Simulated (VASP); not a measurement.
An input for Quantum ESPRESSO's pw.x (written as the equivalent of a VASP run, and not itself run):

```
&CONTROL
  calculation = 'vc-relax'
  pseudo_dir = './pseudo'
  outdir = './out'
  tprnfor = .true.
  tstress = .true.
  nstep = 60
  forc_conv_thr = 0.00078
/
&SYSTEM
  ibrav = 0
  nat = 3
  ntyp = 2
  ecutwfc = 84
  occupations = 'smearing'
  smearing = 'methfessel-paxton'
  degauss = 0.00735
  input_dft = 'pbesol'
/
&ELECTRONS
  conv_thr = 7.3e-08
  electron_maxstep = 100
/
&IONS
/
&CELL
/
ATOMIC_SPECIES
  Sr 87.620 Sr.upf
  N 14.007 N.upf
CELL_PARAMETERS angstrom
    -1.8909939    1.8909939    3.1084727
     1.8909939   -1.8909939    3.1084727
     1.8909939    1.8909939   -3.1084727
ATOMIC_POSITIONS crystal
  Sr   0.0000000  0.0000000  0.0000000
  N    0.6004422  0.6004422  0.0000000
  N    0.3995578  0.3995578  0.0000000
K_POINTS automatic
  10 10 10 0 0 0
```

Problem. Write the VASP files for the same calculation (PBEsol).

Solution. One answer among several that fit: 
**KPOINTS**
```
Automatic mesh
0
Gamma
10 10 10
0 0 0
```

**INCAR**
```
SYSTEM = SrN2
PREC = Accurate
ENCUT = 520
EDIFF = 1E-6
NELM = 100
ALGO = Normal
LREAL = .FALSE.
LASPH = .TRUE.
ISMEAR = 1
SIGMA = 0.1
GGA = PS
LMAXMIX = 4
LWAVE = .FALSE.
LCHARG = .FALSE.
IBRION = 2
ISIF = 3
NSW = 60
EDIFFG = -0.02
```

File POSCAR:
```
SrN2
1
   -1.8909938787     1.8909938787     3.1084727481
    1.8909938787    -1.8909938787     3.1084727481
    1.8909938787     1.8909938787    -3.1084727481
Sr N
1 2
Direct
  0.0000000000   0.0000000000   0.0000000000
  0.6004422406   0.6004422406   0.0000000000
  0.3995577594   0.3995577594   0.0000000000
```

POTCAR, in this order: Sr_sv N (PBE.64 set). Program: vasp_std.

What does not carry over: the potentials are each code's own (VASP's PAW set, PseudoDojo norm-conserving files in pw.x), so ENCUT and ecutwfc are chosen apart and not converted; conv_thr bounds pw.x's estimated SCF error, while EDIFF bounds the energy change between steps; forc_conv_thr acts on force components and is met together with etot_conv_thr.

The structure comes from a computed database's SrN2 entry (I4/mmm); how it stands against other phases isn't given here. This run relaxes it. Symmetry was kept, so distortions that lower it aren't found. The start is the result of an earlier pass.
